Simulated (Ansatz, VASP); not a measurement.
CsSb2: VASP beside Ansatz

```
Cs Sb
1.0
     5.17123    0.00000    0.00000
    -2.58562    4.47842    0.00000
     0.00000    0.00000    5.86219
Cs Sb
1 2
Direct
  0.00000 0.00000 0.00000
  0.33333 0.66667 0.50000
  0.66667 0.33333 0.50000
```

Alike in both runs: functional PBE; k mesh 6 × 6 × 4; occupations gaussian, width 0.1 eV; no spin polarisation.

Ansatz relaxed the structure, and its values are those at the end. VASP's run is a single point on that final structure, the one shown.

```csv
,VASP,Ansatz
version,VASP 6.6.1,Ansatz 0.2.0
potentials or method,"VASP PAW PBE potentials, release 64 (Cs_sv, Sb)","scalar-relativistic, plane waves, PAW"
plane-wave cutoff (eV),520,420
valence electrons in the cell,19,39
```

Ansatz gave:

| Quantity | Value |
| --- | --- |
| gap on the k mesh at the Fermi level (eV) | none |
| pressure (GPa) | 0.1 |

Task: Which values does VASP return?

Result: gap on the k mesh at the Fermi level (eV): none; pressure (GPa): 0.2.

A gap of «none» marks a metal or a gap that the smearing closes. The two sets of potentials don't hold the same shells in valence.

The runs have no spin-orbit coupling, so splittings on Cs, Sb are missing.
